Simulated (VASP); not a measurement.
Level of theory: PBE GGA with D3 dispersion (zero damping), VASP's PBE PAW potentials (set 64) (plane waves; VASP).

VASP input:

### KPOINTS
```
Automatic mesh
0
Gamma
10 10 8
0 0 0
```

### INCAR
```
SYSTEM = MgB2
PREC = Accurate
ENCUT = 520
EDIFF = 1E-6
NELM = 100
ALGO = Normal
LREAL = .FALSE.
LASPH = .TRUE.
ISMEAR = 1
SIGMA = 0.1
GGA = PE
IVDW = 11
LWAVE = .FALSE.
LCHARG = .FALSE.
IBRION = 2
ISIF = 3
NSW = 60
EDIFFG = -0.02
```

**POSCAR**
```
MgB2
1.0
  1.5288501796  -2.6480457063   0.0000000000
  1.5288501796   2.6480457063   0.0000000000
  0.0000000000   0.0000000000   3.4598020879
Mg B
1 2
Cartesian
  3.0577003592   0.0000000000   0.0000000000
  1.5288501796   0.8826836675   1.7299010439
  1.5288501796  -0.8826836675   1.7299010439
```

POTCAR, in this order: Mg B (PBE.64 set). Program: vasp_std.

The run wrote:

**OUTCAR**
```
 ion  position               nearest neighbor table
   1  0.000  0.000  0.000-   2 2.47   3 2.47   2 2.47   3 2.47   3 2.47   3 2.47   2 2.47   2 2.47
                             3 2.47   3 2.47   2 2.47   2 2.47
   2  0.333  0.667  0.500-   3 1.77   3 1.77   3 1.77   1 2.47   1 2.47   1 2.47   1 2.47   1 2.47
                             1 2.47
   3  0.667  0.333  0.500-   2 1.77   2 1.77   2 1.77   1 2.47   1 2.47   1 2.47   1 2.47   1 2.47
                             1 2.47
  LATTYP: Found a hexagonal cell.
 ALAT       =     3.0576999418
 C/A-ratio  =     1.1315047760
 Subroutine PRICEL returns:
 Original cell was already a primitive cell.
 Subroutine GETGRP returns: Found 24 space group operations
The static configuration has the point symmetry D_6h.
The dynamic configuration has the point symmetry D_6h.
 Subroutine INISYM returns: Found 24 space group operations
 Subroutine IBZKPT returns following result:
 Found     70 irreducible k-points:

 Following reciprocal coordinates:
            Coordinates               Weight
  0.000000  0.000000  0.000000      1.000000
  0.100000 -0.000000  0.000000      6.000000
  0.200000 -0.000000  0.000000      6.000000
  0.300000  0.000000  0.000000      6.000000
  0.400000  0.000000  0.000000      6.000000
  0.500000 -0.000000  0.000000      3.000000
  0.100000  0.100000  0.000000      6.000000
  0.200000  0.100000  0.000000     12.000000
  0.300000  0.100000  0.000000     12.000000
  0.400000  0.100000  0.000000     12.000000
  0.200000  0.200000  0.000000      6.000000
  0.300000  0.200000  0.000000     12.000000
  0.400000  0.200000  0.000000      6.000000
  0.300000  0.300000  0.000000      6.000000
  0.000000  0.000000  0.125000      2.000000
  0.100000 -0.000000  0.125000     12.000000
  0.200000 -0.000000  0.125000     12.000000
  0.300000  0.000000  0.125000     12.000000
  0.400000  0.000000  0.125000     12.000000
  0.500000 -0.000000  0.125000      6.000000
  0.100000  0.100000  0.125000     12.000000
  0.200000  0.100000  0.125000     24.000000
  0.300000  0.100000  0.125000     24.000000
  0.400000  0.100000  0.125000     24.000000
  0.200000  0.200000  0.125000     12.000000
  0.300000  0.200000  0.125000     24.000000
  0.400000  0.200000  0.125000     12.000000
  0.300000  0.300000  0.125000     12.000000
  0.000000  0.000000  0.250000      2.000000
  0.100000 -0.000000  0.250000     12.000000
  0.200000 -0.000000  0.250000     12.000000
  0.300000  0.000000  0.250000     12.000000
  0.400000  0.000000  0.250000     12.000000
  0.500000 -0.000000  0.250000      6.000000
  0.100000  0.100000  0.250000     12.000000
  0.200000  0.100000  0.250000     24.000000
  0.300000  0.100000  0.250000     24.000000
  0.400000  0.100000  0.250000     24.000000
  0.200000  0.200000  0.250000     12.000000
  0.300000  0.200000  0.250000     24.000000
   k-points           NKPTS =     70   k-points in BZ     NKDIM =     70   number of bands    NBANDS=      8
   number of dos      NEDOS =    301   number of ions     NIONS =      3
   total plane-waves  NPLWV =  16128
   dimension x,y,z NGX =    24 NGY =   24 NGZ =   28
   dimension x,y,z NGXF=    48 NGYF=   48 NGZF=   56
   ions per type =               1   2
   PREC   = accura    normal or accurate (medium, high low for compatibility)
   ISTART =      0    job   : 0-new  1-cont  2-samecut
   ICHARG =      2    charge: 1-file 2-atom 10-const
   ISPIN  =      1    spin polarized calculation?
   LNONCOLLINEAR =      F non collinear calculations
   LSORBIT =      F    spin-orbit coupling
   INIWAV =      1    electr: 0-lowe 1-rand  2-diag
   ENCUT  =  520.0 eV  38.22 Ry    6.18 a.u.   5.69  5.69  6.43*2*pi/ulx,y,z
...
```

File OSZICAR:
```
       N       E                     dE             d eps       ncg     rms          rms(c)
DAV:   1     0.560896755310E+01    0.56090E+01   -0.40237E+03  1168   0.840E+02
DAV:   2    -0.167558151190E+02   -0.22365E+02   -0.21386E+02  1608   0.113E+02
DAV:   3    -0.170187005871E+02   -0.26289E+00   -0.26280E+00  1440   0.150E+01
DAV:   4    -0.170191067671E+02   -0.40618E-03   -0.40618E-03  1704   0.527E-01
DAV:   5    -0.170191069243E+02   -0.15713E-06   -0.15739E-06  1456   0.864E-03    0.531E+00
DAV:   6    -0.155839515837E+02    0.14352E+01   -0.23431E+00  1200   0.856E+00    0.260E+00
DAV:   7    -0.153160178586E+02    0.26793E+00   -0.12931E+00  1344   0.622E+00    0.749E-01
DAV:   8    -0.153156362929E+02    0.38157E-03   -0.70612E-02  1184   0.188E+00    0.291E-01
DAV:   9    -0.153113232890E+02    0.43130E-02   -0.13688E-02  1248   0.660E-01    0.540E-02
DAV:  10    -0.153113005342E+02    0.22755E-04   -0.12566E-03  1568   0.222E-01    0.282E-02
DAV:  11    -0.153112634053E+02    0.37129E-04   -0.17430E-04  1208   0.829E-02    0.195E-03
DAV:  12    -0.153112635521E+02   -0.14681E-06   -0.15046E-06  1424   0.117E-02
   1 F= -.15912677E+02 E0= -.15912878E+02  d E =-.159127E+02
```

### OUTCAR
```
------------------------ aborting loop because EDIFF is reached ----------------------------------------
 Edisp (eV)   -0.60141
  FORCE on cell =-STRESS in cart. coord.  units (eV):
  Direction    XX          YY          ZZ          XY          YZ          ZX
  --------------------------------------------------------------------------------------
  Total       0.00272     0.00272     0.02136    -0.00000     0.00000    -0.00000
  in kB       0.15549     0.15549     1.22156    -0.00000     0.00000    -0.00000
  external pressure =        0.51 kB  Pullay stress =        0.00 kB
  volume of cell :       28.01
      direct lattice vectors                 reciprocal lattice vectors
     1.528850180 -2.648045706  0.000000000     0.327043164 -0.188818493  0.000000000
     1.528850180  2.648045706  0.000000000     0.327043164  0.188818493  0.000000000
     0.000000000  0.000000000  3.459802088     0.000000000  0.000000000  0.289033874
 POSITION                                       TOTAL-FORCE (eV/Angst)
 -----------------------------------------------------------------------------------
      0.00000      0.00000      0.00000        -0.000000      0.000000      0.000000
      1.52885      0.88268      1.72990         0.000000     -0.000000      0.000000
      1.52885     -0.88268      1.72990         0.000000      0.000000      0.000000
 -----------------------------------------------------------------------------------
    total drift:                                0.000000     -0.000000      0.000000
  FREE ENERGIE OF THE ION-ELECTRON SYSTEM (eV)
  ---------------------------------------------------
  free  energy   TOTEN  =       -15.9126766290 eV

  energy  without entropy=      -15.9132814875  energy(sigma->0) =      -15.91287825

 reached required accuracy - stopping structural energy minimisation
```
(Selected blocks of OUTCAR.)

The compound is MgB2 in the AlB2 type structure. It was relaxed first. The start is the result of an earlier pass.
